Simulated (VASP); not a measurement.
```
CELL_PARAMETERS angstrom
     -2.09251     2.09251     2.09251
      2.09251    -2.09251     2.09251
      2.09251     2.09251    -2.09251
ATOMIC_POSITIONS crystal
  Na 0.00000 0.00000 0.00000
```

The numbers are results of PBE GGA, VASP's PBE PAW potentials (set 64) (plane waves; VASP), not measurements. Settings: 500 eV cut-off, 12×12×12 Γ-centred mesh, first-order Methfessel-Paxton smearing of 0.10 eV, potentials Na_pv.

Energy and stress use the plane-wave basis of the starting cell.

Question: The ions, cell shape and volume at an external pressure of 5.0 GPa are relaxed. What does this cell relax into?

Answer: 
```
CELL_PARAMETERS angstrom
     -1.87385     1.87385     1.87385
      1.87385    -1.87385     1.87385
      1.87385     1.87385    -1.87385
ATOMIC_POSITIONS crystal
  Na 0.00000 0.00000 0.00000
```
Space group Im-3m (229), at a tolerance of 0.03 Å.

Question: How do energy and volume change from the first to the last step?

Answer: The energy (σ→0) changes by +126.3 meV/atom and the volume by -28.2 %, in 5 ionic steps.

```
step  E(σ→0) (eV)  max force (eV/Å)  pressure (GPa)  volume (Å³)
----  -----------  ----------------  --------------  -----------
1         -1.3079             0.000            0.03        36.65
2         -1.2765             0.000            1.94        30.94
3         -1.2078             0.000            4.17        27.24
4         -1.1757             0.000            5.14        26.13
5         -1.1816             0.000            4.91        26.32
```

The compound is Na in the bcc structure. This run relaxes it under an external pressure of 5 GPa. Symmetry was kept, so distortions that lower it aren't found.
